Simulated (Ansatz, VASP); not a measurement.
## Al (Al(110)): VASP beside Ansatz

Wanted: the spread between two codes on one cell, functional and k mesh. Of the first pair: The cell is taken from a series of runs on this material, whose earlier steps may have relaxed, scaled, displaced or heated it; both programs get it as it stands.

Calculated with Ansatz 0.2.0; plane waves, with VASP 6.6.1 beside it; single point at PBE.

## Step 1: The structure

The cell holds 7 atoms: 7 Al. Cell: a = 4.050 Å, b = 2.864 Å, c = 24.591 Å, α = 90.0°, β = 90.0°, γ = 90.0°. Vacuum lies along c.

As a file:

```cif
data_structure
_symmetry_space_group_name_H-M 'P 1'
_symmetry_Int_Tables_number 1
_cell_length_a 4.0500
_cell_length_b 2.8638
_cell_length_c 24.5913
_cell_angle_alpha 90.000
_cell_angle_beta 90.000
_cell_angle_gamma 90.000
_cell_volume 285.22
loop_
_atom_site_label
_atom_site_type_symbol
_atom_site_fract_x
_atom_site_fract_y
_atom_site_fract_z
_atom_site_occupancy
Al1 Al 0.00000 0.00000 0.32532 1
Al2 Al 0.50000 0.50000 0.38355 1
Al3 Al 0.00000 0.00000 0.44177 1
Al4 Al 0.50000 0.50000 0.50060 1
Al5 Al 0.00000 0.00000 0.55799 1
Al6 Al 0.50000 0.50000 0.61891 1
Al7 Al 0.00000 0.00000 0.67238 1
```

## Step 2: Ansatz: single point, PBE, pair 1

Ansatz runs on its default PAW (the set named soft_2) files.

With cell and atoms fixed, the geometry can't cause a difference; cores, projectors, grids and the points listed under the comparison can.

The input, input.yaml:

```yaml
crystal:
  lattice:
    - [4.05, 0.0, 0.0]
    - [0.0, 2.8637824638, 0.0]
    - [0.0, 0.0, 24.5913473914]
  atoms:
    - { symbol: Al, position: [0.0, 0.0, 0.3253176767] }
    - { symbol: Al, position: [0.5, 0.5, 0.3835451178] }
    - { symbol: Al, position: [0.0, 0.0, 0.4417725589] }
    - { symbol: Al, position: [0.5, 0.5, 0.5005998606] }
    - { symbol: Al, position: [0.0, 0.0, 0.5579939915] }
    - { symbol: Al, position: [0.5, 0.5, 0.6189068377] }
    - { symbol: Al, position: [0.0, 0.0, 0.6723814944] }
kpoints:
  mp_grid: { grid: [8, 11, 1] }
hamiltonian:
  xc: pbe
scf:
  occupations: { method: fermi_dirac, width: 0.1 }
efield:
  axis: 3
  dipole_correction: true
  ramp_width: 0.05
output:
  forces: true
  band_densities: [{ e_range: [-0.5, 0] }, { e_range: [0, 0.5] }]
  write_potential: true
  write_density: true
  volumetric_format: npy
```

Launch:

```bash
> ansatz run input.yaml --threads 4 --pin off --max-ram 8192MiB --backend cpu --events-out ev --progress --plain --runs-dir out
```

Numbers of over 12 decimals in the logs are rounded to 6 here.

The log of the run:

```text
Engine: ansatz 0.2.0, x86_64-unknown-linux-gnu
Pseudopotentials: kind: paw
Pseudopotential: Al, paw, valence charge 3, recommended cutoff 420 eV (normal), Al.paw.azcp
Functional definition: PBE
  parameter kappa = 0.804
  parameter beta = 0.066725
  exchange = pbe_x(kappa = kappa, mu = beta*pi^2/3)
  correlation = pbe_c(beta = beta)
Crystal: 7 atoms, lattice volume = 285.218 Å³
Basis set: ecut = 420 eV, 5603 PW (Γ), exchange–correlation on 60×40×360 points (8 copies of the dense FFT grid, shifted against one another)
Bands: 18, of which v1, the nominal top of the filled ones, is band 11 counted from 1 (10 counted from 0)
Symmetry: 4 space group operations
Space group: Pmm2 (ITA 25), of the structure as read, at distance tolerance 6.6e-5 Å
k-points: 30 of 88
Non-local potential: Al, projectors of the file, l = 0: 2, l = 1: 2, l = 2: 1
PAW form: soft (Blöchl's): semilocal exchange-correlation on the pseudo side does not see the compensation charge
PAW one-centre angular grid: Al, 110 points (default); XC on 64 Gauss nodes
Initial density: superposition of atomic densities (neutral atoms: chi_scale 0, normalization atom), corrected by the library's trained network
Initial wavefunctions: pseudopotential atomic-orbital guess
Functional: x = pbe(κ = 0.804, μ = 0.219515), c = pbe(β = 0.066725)
SCF iter   1: F=—  HF=-3761.128646 eV  |F-HF|=—  |Δ(HF+E_count)|=         —  Δρ=8.89e-4  dr2=4.38e-3  ethr=1.77e-3  p=-0.000 e·Å  D=-6.77e-5 V/Å  ΔV_dip=0.00 eV  dr2_dipole=4.27e-4  V_vac-E_F(+/−)=3.99/3.99 eV  ⟨swp⟩=9.1  Hψ=3958  notcnv=0
efield: sawtooth ramp at fractional position 0.9738 (placed from the atoms, in the widest stretch of the axis that holds none; the zero of the levels goes with the place), width 0.0500; the density the first Hamiltonian is built on has a dipole p = -0.000 e·Å; the dipole correction subtracts the counter field D = -6.77e-5 V/Å, which shifts the + side's vacuum level by +0.00 eV against the − side's; the planar-averaged density in the ramp window peaks in size at 2.1e-5 e/Å³
preconditioner: auto → LDOS  [metal: Δε(μ)=0.040 eV  Ē_g=6.403 eV  σ=0.100 eV  W_gap=0.10  n_scr=26 (ndim 8)  ℏωp=10.1 eV  f_vac=0.471  D(μ)=2.66/eV (n_scr^D=10)  β→1.0]
SCF iter   2: F=—  HF=-3761.129544 eV  |F-HF|=—  |Δ(HF+E_count)|=   8.98e-4  Δρ=1.98e-4  dr2=3.01e-4  ethr=2.08e-5  p=0.001 e·Å  D=7.00e-4 V/Å  ΔV_dip=-0.02 eV  dr2_dipole=3.59e-5  V_vac-E_F(+/−)=4.02/4.04 eV  ⟨swp⟩=2.5  Hψ=1206  notcnv=0  defer=7
SCF iter   3: F=—  HF=-3761.129633 eV  |F-HF|=—  |Δ(HF+E_count)|=   8.90e-5  Δρ=7.28e-5  dr2=4.05e-5  ethr=1.43e-6  p=0.001 e·Å  D=7.19e-4 V/Å  ΔV_dip=-0.02 eV  dr2_dipole=1.11e-6  V_vac-E_F(+/−)=4.03/4.04 eV  ⟨swp⟩=2.2  Hψ=855  notcnv=0  defer=7
SCF iter   4: F=—  HF=-3761.129801 eV  |F-HF|=—  |Δ(HF+E_count)|=   1.68e-4  Δρ=2.17e-5  dr2=4.63e-6  ethr=1.93e-7  p=0.001 e·Å  D=7.15e-4 V/Å  ΔV_dip=-0.02 eV  dr2_dipole=3.25e-7  V_vac-E_F(+/−)=4.02/4.04 eV  ⟨swp⟩=2.4  Hψ=838  notcnv=0  defer=7
SCF iter   5: F=—  HF=-3761.129802 eV  |F-HF|=—  |Δ(HF+E_count)|=   1.49e-6  Δρ=5.78e-6  dr2=2.08e-7  ethr=2.21e-8  p=0.001 e·Å  D=7.27e-4 V/Å  ΔV_dip=-0.02 eV  dr2_dipole=1.96e-10  V_vac-E_F(+/−)=4.02/4.04 eV  ⟨swp⟩=2.5  Hψ=822  notcnv=0  defer=7
SCF iter   6: F=-3761.129803 eV  HF=-3761.129803 eV  |F-HF|=2.44e-8  |Δ(HF+E_count)|=   4.52e-7  Δρ=1.18e-6  dr2=9.15e-9  ethr=4.76e-10  p=0.001 e·Å  D=7.35e-4 V/Å  ΔV_dip=-0.02 eV  dr2_dipole=1.14e-12  V_vac-E_F(+/−)=4.02/4.04 eV  ⟨swp⟩=16.6  Hψ=4814  notcnv=0
SCF 1 converged in 6 iterations: F = -3761.129803 eV  dr2 = 9.15e-9
  greatest PAW one-centre occupation: 0.484 electrons in one spin orbital (limit 2), on the Al atom at site 0 (counted from 0), in its partial waves of l = 0
WARN: The output density's exchange-correlation potential varies sharply where the density is thin. Do not read a vacuum level from v_tot or v_xc, or from such a field of the output density. On a cell that repeats whose density bears no net charge and no dipole along the vacuum's axis use v_es (v_loc + v_h of the components); under efield.dipole_correction with no amplitude use v_es + v_field, which holds any externa [...]
SCF converged after 6 iterations
Free energy (F): -3761.129803 eV
Harris-Foulkes:  -3761.129803 eV  (|F-HF|=2.44e-8)
Internal energy: -3761.039442 eV  (E = F + TS)
E sigma→0 (E₀):  -3761.084623 eV
Entropy (-TS):   -0.090360 eV (-12.909 meV/atom)
Fermi energy:    0.879481 eV
Dipole field:    D = 0.000736 V/Å  (p = 0.001160 e·Å, saw-weighted, corrected)
Work function:   Φ+ = 4.0241 eV   Φ− = 4.0422 eV
Levels:          The Fermi level and band energies are counted from a zero that moves with the ramp; work functions are not
--- Per-component energies (eV) ---
  E_band       = -68.716744
  E_kinetic    = 151.762612
  E_local      = -4824.893101  (includes V_loc(G=0)·N_el)
  E_nonlocal   = 73.229093
  E_hartree    = 2376.695612
  E_xc         = -273.759197
  E_vxc        = -196.790878  (∫ρ·V_xc dr)
  E_paw        = -3271.073651  (= ΣΔE_a)
  E_vpaw       = -25.419762  (= ΣTr[D̂ρ^β])
  E_aug_tail   = -0.000015  (compensation charges beyond the density's cutoff)
  E_efield     = 0.000000  (sawtooth field / dipole correction)
  E_vefield    = -0.000464  (∫n·V_field dr)
  E_ewald      = 2006.999204
  E_smearing   = -0.090360  (= −TS)
  E_closure    = 0.000000  (closes the sum)
  Σ components = -3761.129803   (vs F -3761.129803, Δ=0.00e0)
--- Forces (eV/Å), atoms counted from 1 ---
  atom   1  Al     0.00000000     0.00000000     0.19423893
  atom   2  Al     0.00000000     0.00000000    -0.18707381
  atom   3  Al     0.00000000     0.00000000    -0.00519077
  atom   4  Al     0.00000000     0.00000000     0.00047026
  atom   5  Al     0.00000000     0.00000000     0.01012893
  atom   6  Al     0.00000000     0.00000000    -0.00703345
  atom   7  Al     0.00000000     0.00000000    -0.00553756
  max |Σ_I F_I| component: 2.54e-6 eV/Å
--- Band table (eV; the first three rows and the last of 30) ---
  k-point 0: bands = [... 7 lower, -0.8686, -0.3656, 0.5281, 0.5952, 1.0536, 2.3084, 2.5087, 3.3786, ... 3 higher]
  k-point 1: bands = [... 7 lower, -0.7322, -0.2231, 0.6645, 0.7349, 1.1773, 2.4330, 2.6454, 3.4799, ... 3 higher]
  k-point 2: bands = [... 7 lower, -0.3228, 0.1804, 1.0738, 1.1301, 1.3123, 2.1121, 2.7046, 2.7489, ... 3 higher]
  k-point 29: bands = [... 7 lower, -1.7273, -1.5003, -1.4181, -0.4727, -0.1936, 0.3838, 0.6941, 1.7397, ... 3 higher]
--- Band densities, each state counted as filled ---
  window                                       electrons  max residual (eV)  cut levels
  e_range: [-0.5, 0]                            1.522727             4.5e-9           0
  e_range: [0, 0.5]                             1.568182             3.1e-7           0
```

Reading the cycles: dr2 is the Hartree energy of the density residual (eV), the measure of convergence; HF is the Harris–Foulkes estimate of the energy, which meets the free energy F at convergence.

## Step 3: VASP: single point, PBE, pair 1

The same cell, functional, mesh and smearing now go to VASP, with its own data sets.

Lines of VASP's logs that name or quote its potential files are left out, and so is its time.

The input, INCAR:

```
SYSTEM = Al
PREC = Accurate
ENCUT = 400
EDIFF = 1E-06
NELM = 120
ISMEAR = -1
SIGMA = 0.1
LREAL = .FALSE.
ALGO = Normal
GGA = PE
NBANDS = 17
LORBIT = 11
LWAVE = .FALSE.
LCHARG = .FALSE.
ISIF = 2
LDIPOL = .TRUE.
IDIPOL = 3
DIPOL = 0.5 0.5 0.5
LVHAR = .TRUE.
LASPH = .TRUE.
GGA_COMPAT = .FALSE.
NELMDL = -8
KPAR = 2
```

The input, POSCAR:

```
Al
1.0
    4.0500000000      0.0000000000      0.0000000000
    0.0000000000      2.8637824638      0.0000000000
    0.0000000000      0.0000000000     24.5913473914
Al
7
Direct
    0.0000000000      0.0000000000      0.3253176767
    0.5000000000      0.5000000000      0.3835451178
    0.0000000000      0.0000000000      0.4417725589
    0.5000000000      0.5000000000      0.5005998606
    0.0000000000      0.0000000000      0.5579939915
    0.5000000000      0.5000000000      0.6189068377
    0.0000000000      0.0000000000      0.6723814944
```

The input, KPOINTS:

```
Automatic mesh
0
Gamma
8 11 1
0 0 0
```

Potentials, in the order of the species: Al (PBE family, release 64).

Launch:

```bash
> mpirun -np 2 vasp_std
```

The log of the run:

```text
[banner, memory and clock lines left out]
running    2 mpi-ranks, on    1 nodes
 distrk:  each k-point on    1 cores,    2 groups
 distr:  one band on    1 cores,    1 groups

 POSCAR found type information on POSCAR Al
 POSCAR found :  1 types and       7 ions
 LDA part: xc-table for (Slater+PW92), standard interpolation
 POSCAR, INCAR and KPOINTS ok, starting setup
 FFT: planning ... GRIDC
 FFT: planning ... GRID_SOFT
 FFT: planning ... GRID
 WAVECAR not read
 entering main loop
       N       E                     dE             d eps       ncg     rms          rms(c)
DAV:   1     0.509766773367E+02    0.50977E+02   -0.56429E+03  1020   0.699E+02
DAV:   2    -0.229796652354E+02   -0.73956E+02   -0.71190E+02  1433   0.128E+02
DAV:   3    -0.258455925145E+02   -0.28659E+01   -0.27596E+01  1368   0.269E+01
DAV:   4    -0.259536076798E+02   -0.10802E+00   -0.10780E+00  1821   0.607E+00
DAV:   5    -0.259551628028E+02   -0.15551E-02   -0.15549E-02  1715   0.649E-01
DAV:   6    -0.259552387515E+02   -0.75949E-04   -0.75948E-04  1816   0.115E-01
DAV:   7    -0.259552435000E+02   -0.47486E-05   -0.47485E-05  1634   0.220E-02
DAV:   8    -0.259552438245E+02   -0.32444E-06   -0.32443E-06  1536   0.544E-03    0.382E+00
DAV:   9    -0.250820063222E+02    0.87324E+00   -0.56535E+00  1065   0.829E+00    0.224E+00
DAV:  10    -0.253256913821E+02   -0.24369E+00   -0.57676E+00  1304   0.900E+00    0.198E+00
DAV:  11    -0.249714044550E+02    0.35429E+00   -0.69700E+00  1350   0.868E+00    0.132E+00
DAV:  12    -0.248352876835E+02    0.13612E+00   -0.85277E-01  1373   0.323E+00    0.399E-01
DAV:  13    -0.248349707083E+02    0.31698E-03   -0.44821E-02  1400   0.113E+00    0.274E-01
DAV:  14    -0.248340844365E+02    0.88627E-03   -0.36805E-03  1531   0.321E-01    0.190E-01
[...]
DAV:  20    -0.248327644217E+02   -0.59537E-04   -0.11864E-05  1178   0.135E-02    0.304E-03
DAV:  21    -0.248327839930E+02   -0.19571E-04   -0.62582E-06  1128   0.677E-03    0.237E-03
DAV:  22    -0.248328097028E+02   -0.25710E-04   -0.53240E-06  1097   0.553E-03    0.164E-03
DAV:  23    -0.248328535702E+02   -0.43867E-04   -0.31491E-06   980   0.404E-03    0.970E-04
DAV:  24    -0.248328806270E+02   -0.27057E-04   -0.22976E-06   948   0.311E-03    0.535E-04
DAV:  25    -0.248328865845E+02   -0.59575E-05   -0.37933E-07   971   0.155E-03    0.158E-04
DAV:  26    -0.248328891198E+02   -0.25352E-05   -0.18494E-07   834   0.944E-04    0.150E-04
DAV:  27    -0.248328894770E+02   -0.35726E-06   -0.23041E-08   829   0.469E-04
   1 F= -.24832889E+02 E0= -.24787779E+02  d E =-.902202E-01
```

Parts of OUTCAR (step 3):

```text
ion  position               nearest neighbor table
   1  0.000  0.000  0.325-   3 2.86   2 2.86   2 2.86   2 2.86   2 2.86
   2  0.500  0.500  0.384-   1 2.86   1 2.86   1 2.86   1 2.86   3 2.86   3 2.86   3 2.86   3 2.86
                             4 2.88
   3  0.000  0.000  0.442-   5 2.86   1 2.86   2 2.86   2 2.86   2 2.86   2 2.86   4 2.87   4 2.87
                             4 2.87   4 2.87
   4  0.500  0.500  0.501-   5 2.85   5 2.85   5 2.85   5 2.85   3 2.87   3 2.87   3 2.87   3 2.87
                             2 2.88   6 2.91
   5  0.000  0.000  0.558-   7 2.81   4 2.85   4 2.85   4 2.85   4 2.85   3 2.86   6 2.90   6 2.90
                             6 2.90   6 2.90
   6  0.500  0.500  0.619-   7 2.81   7 2.81   7 2.81   7 2.81   5 2.90   5 2.90   5 2.90   5 2.90
                             4 2.91
   7  0.000  0.000  0.672-   6 2.81   6 2.81   6 2.81   6 2.81   5 2.81

  LATTYP: Found a simple orthorhombic cell.
 ALAT       =     2.8637824638
 B/A-ratio  =     1.4142135624
 C/A-ratio  =     8.5870165427

 Subroutine GETGRP returns: Found  4 space group operations
 (whereof  4 operations were pure point group operations)

The static configuration has the point symmetry C_2v.

 Found     30 irreducible k-points:

   k-points           NKPTS =     30   k-points in BZ     NKDIM =     30   number of bands    NBANDS=     17

   dimension x,y,z NGX =    28 NGY =   20 NGZ =  160
   dimension x,y,z NGXF=    56 NGYF=   40 NGZF=  320

   ENCUT  =  400.0 eV  29.40 Ry    5.42 a.u.   6.60  4.67 40.10*2*pi/ulx,y,z

   NELECT =      21.0000    total number of electrons

 k-points in reciprocal lattice and weights: Automatic mesh
   0.00000000  0.00000000  0.00000000       0.011
   0.12500000  0.00000000  0.00000000       0.023
   0.25000000  0.00000000  0.00000000       0.023
   0.37500000  0.00000000  0.00000000       0.023
   0.50000000  0.00000000  0.00000000       0.011
   0.00000000  0.09090909  0.00000000       0.023
   0.12500000  0.09090909  0.00000000       0.045
   0.25000000  0.09090909  0.00000000       0.045
   0.37500000  0.09090909  0.00000000       0.045
[...]
0.37500000  0.45454545  0.00000000       0.045
   0.50000000  0.45454545  0.00000000       0.023

 dipolmoment           0.000000      0.000000     -0.001167 electrons x Angstroem

 average (electrostatic) potential at core
       1 -79.8523       2 -79.7919       3 -79.7353       4 -79.7208       5 -79.7257
       6 -79.7867       7 -79.8078

 E-fermi :   0.9023

 k-point     1 :       0.0000    0.0000    0.0000
  band No.  band energies     occupation
    ...
      7      -1.0258      2.00000
      8      -0.8491      2.00000
      9      -0.3407      1.99999
     10       0.5502      1.94259
     11       0.6207      1.88705
     12       1.0750      0.30200
     13       2.3348      0.00000
     14       2.5339      0.00000
     15       3.4025      0.00000
     16       4.2300      0.00000
    ...

 k-point     2 :       0.1250    0.0000    0.0000
  band No.  band energies     occupation
    ...
      5      -3.2496      2.00000
      6      -3.0111      2.00000
      7      -2.2587      2.00000
      8      -0.9241      2.00000
      9      -0.8044      2.00000
     10       1.2949      0.03868
     11       1.3038      0.03545
     12       1.3674      0.01893
     13       2.2561      0.00000
     14       3.5483      0.00000
    ...

 k-point     3 :       0.2500    0.0000    0.0000
  band No.  band energies     occupation
    ...
      6      -3.9214      2.00000
      7      -2.8928      2.00000
      8      -2.2984      2.00000
      9      -0.9759      2.00000
     10       0.0866      1.99943
     11       1.2989      0.03720
     12       2.4368      0.00000
     13       3.7668      0.00000
     14       3.8050      0.00000
     15       4.4498      0.00000
    ...

  Total       -1.7732531     -2.5293063     -0.3568429      0.0000000      0.0000000      0.0000000
  in kB       -9.9610230    -14.2080553     -2.0045193      0.0000000      0.0000000      0.0000000
  external PRESSURE =      -8.7245326 kB  Pullay stress =       0.0000000 kB

  energy-cutoff  :      400.00
  volume of cell :      285.22
      direct lattice vectors                 reciprocal lattice vectors
     4.050000000  0.000000000  0.000000000     0.246913580  0.000000000  0.000000000
     0.000000000  2.863782464  0.000000000     0.000000000  0.349188534  0.000000000
     0.000000000  0.000000000 24.591347391     0.000000000  0.000000000  0.040664710

 POSITION                                       TOTAL-FORCE (eV/Angst)
 -----------------------------------------------------------------------------------
      0.00000      0.00000      8.00000         0.000000      0.000000      0.195849
      2.02500      1.43189      9.43189         0.000000      0.000000     -0.186758
      0.00000      0.00000     10.86378         0.000000      0.000000     -0.004920
      2.02500      1.43189     12.31043         0.000000      0.000000      0.000584
      0.00000      0.00000     13.72182         0.000000      0.000000      0.009395
      2.02500      1.43189     15.21975         0.000000      0.000000     -0.006929
      0.00000      0.00000     16.53477         0.000000      0.000000     -0.007221
 -----------------------------------------------------------------------------------
    total drift:                               -0.000000      0.000000      0.000034

  FREE ENERGIE OF THE ION-ELECTRON SYSTEM (eV)
  ---------------------------------------------------
  free  energy   TOTEN  =       -24.8328894770 eV

  energy  without entropy=      -24.7426692536  energy(sigma->0) =      -24.78777937

 vacuum level on the upper side and lower side of the slab         4.929         4.947

 total charge
# of ion       s       p       d       tot
------------------------------------------
    1        0.478   0.279   0.000   0.758
    2        0.436   0.326   0.000   0.761
    3        0.432   0.336   0.000   0.768
    4        0.430   0.337   0.000   0.767
    5        0.432   0.337   0.000   0.769
    6        0.436   0.327   0.000   0.763
    7        0.473   0.294   0.000   0.767
--------------------------------------------------
tot          3.118   2.235   0.000   5.353

[... 3 further parts left out ...]
```

This run has no spin polarisation. Its electron count is odd, so without a moment it is a metal by construction.

## Step 4: Differences

Known differences besides the potentials themselves: the cutoff is 420 eV in Ansatz and 400 eV in VASP. Total energies have different zeros and are not compared.

Compared:

| quantity | Ansatz | VASP | difference |
| --- | --- | --- | --- |
| work function, lower of the two faces (eV) | 4.02 | 4.03 | 0.00 |
| work function, higher of the two faces (eV) | 4.04 | 4.04 | 0.00 |

Forces (eV/Å; atoms numbered as in POSCAR):

| atom | Ansatz x, y, z | VASP x, y, z |
| --- | --- | --- |
| Al1 | 0.000, 0.000, 0.194 | 0.000, 0.000, 0.196 |
| Al2 | 0.000, 0.000, -0.187 | 0.000, 0.000, -0.187 |
| Al3 | 0.000, 0.000, -0.005 | 0.000, 0.000, -0.005 |
| Al4 | 0.000, 0.000, 0.000 | 0.000, 0.000, 0.001 |
| Al5 | 0.000, 0.000, 0.010 | 0.000, 0.000, 0.009 |
| Al6 | 0.000, 0.000, -0.007 | 0.000, 0.000, -0.007 |
| Al7 | 0.000, 0.000, -0.006 | 0.000, 0.000, -0.007 |

The forces differ by 0.5 meV/Å r.m.s., which is 0.9 % of the r.m.s. force of 0.059 eV/Å (both taken over all components). With vacuum in the cell, a pressure given here is an average over mostly empty space and none of the material.

(Continued in part 2 of 2.)

[Lines on the potential files, build, host, timing and source positions are cut from VASP's logs without a mark.]

[Logs are printed without paths, hosts, clocks, repeated set-up lines and the standing remarks that a program may print on its own settings, such as how far it seeks lower states.]

[Hosts, paths, dates, database ids (printed as entryN), source tags and the programs' standing remarks are cut or masked in the printed files.]
